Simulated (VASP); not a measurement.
All values below come from PBE GGA, VASP's PBE PAW potentials (set 64) (plane waves; VASP).

VASP input:

**KPOINTS**
```
k-points along high-symmetry lines
15
Line-mode
Reciprocal
  0.000000   0.000000   0.000000 ! GAMMA
 -0.500000  -0.500000   0.000000 ! X

 -0.500000  -0.500000   0.000000 ! X
 -0.375000  -0.375000   0.250000 ! U

 -0.375000  -0.000000   0.375000 ! K
  0.000000   0.000000   0.000000 ! GAMMA

  0.000000   0.000000   0.000000 ! GAMMA
 -0.000000  -0.000000   0.500000 ! L

 -0.000000  -0.000000   0.500000 ! L
 -0.500000  -0.250000   0.250000 ! W

 -0.500000  -0.250000   0.250000 ! W
 -0.500000  -0.500000   0.000000 ! X
```

**INCAR**
```
SYSTEM = AlN
PREC = Accurate; ENCUT = 520; LREAL = .FALSE.
LASPH = .TRUE.; ICHARG = 11
EDIFF = 1E-7; NELM = 100; ALGO = Normal
ISMEAR = 0; SIGMA = 0.05
GGA = PE
LWAVE = .FALSE.; LCHARG = .FALSE.; LORBIT = 11
```

POSCAR:
```
AlN
3.1120470
  0.0000000000   0.7071067104   0.7071067104
  0.7071067104   0.0000000000   0.7071067104
  0.7071067104   0.7071067104   0.0000000000
Al N
1 1
Cartesian
  0.0000000000   0.0000000000   0.0000000000
  0.3535533552   0.3535533552   0.3535533552
```

POTCAR, in this order: Al N (PBE.64 set). Program: vasp_std. Read from the step before: CHGCAR.

Output

### OSZICAR
```
       N       E                     dE             d eps       ncg     rms          rms(c)
DAV:   1     0.110701004465E+02    0.11070E+02   -0.39097E+03  1456   0.821E+02
DAV:   2    -0.133738074614E+02   -0.24444E+02   -0.23004E+02  2000   0.127E+02
DAV:   3    -0.138358836620E+02   -0.46208E+00   -0.46208E+00  1656   0.227E+01
DAV:   4    -0.138376916719E+02   -0.18080E-02   -0.18080E-02  2184   0.133E+00
DAV:   5    -0.138376963239E+02   -0.46520E-05   -0.46520E-05  1696   0.507E-02
DAV:   6    -0.138376963872E+02   -0.63249E-07   -0.63249E-07  2096   0.465E-03
   1 F= -.13837696E+02 E0= -.13837696E+02  d E =-.111756E-18
```

File OUTCAR:
```
 val. band max:        5.7579644426   @ k =   0.0000   0.0000   0.0000

 cond. band min:       9.0639283322   @ k =  -0.5000  -0.5000   0.0000



 k-point     1 :       0.0000    0.0000    0.0000
  band No.  band energies     occupation
      1      -9.0924      2.00000
      2       5.7580      2.00000
      3       5.7580      2.00000
      4       5.7580      2.00000
      5       9.7548      0.00000
      6      18.0957      0.00000
      7      18.0957      0.00000
      8      18.0957      0.00000

 k-point     2 :      -0.0357   -0.0357    0.0000
  band No.  band energies     occupation
      1      -9.0680      2.00000
      2       5.6340      2.00000
      3       5.7307      2.00000
      4       5.7307      2.00000
      5       9.8908      0.00000
      6      18.0071      0.00000
      7      18.1322      0.00000
      8      18.1322      0.00000

 k-point     3 :      -0.0714   -0.0714    0.0000
  band No.  band energies     occupation
      1      -8.9952      2.00000
      2       5.3080      2.00000
      3       5.6515      2.00000
      4       5.6515      2.00000
      5      10.2474      0.00000
      6      17.7597      0.00000
      7      18.2392      0.00000
      8      18.2392      0.00000

 k-point     4 :      -0.1071   -0.1071    0.0000
  band No.  band energies     occupation
      1      -8.8752      2.00000
      2       4.8654      2.00000
      3       5.5271      2.00000
      4       5.5271      2.00000
      5      10.7197      0.00000
      6      17.3985      0.00000
      7      18.4101      0.00000
      8      18.4101      0.00000

 k-point     5 :      -0.1429   -0.1429    0.0000
  band No.  band energies     occupation
      1      -8.7108      2.00000
      2       4.3715      2.00000
      3       5.3676      2.00000
      4       5.3676      2.00000
      5      11.2027      0.00000
      6      16.9779      0.00000
      7      18.6354      0.00000
      8      18.6358      0.00000
...
```

The density is held fixed in this step, so its total energy and stress have no physical meaning.

The compound is AlN in the zinc blende structure, a metastable form; wurtzite is the usual one. It was relaxed first.
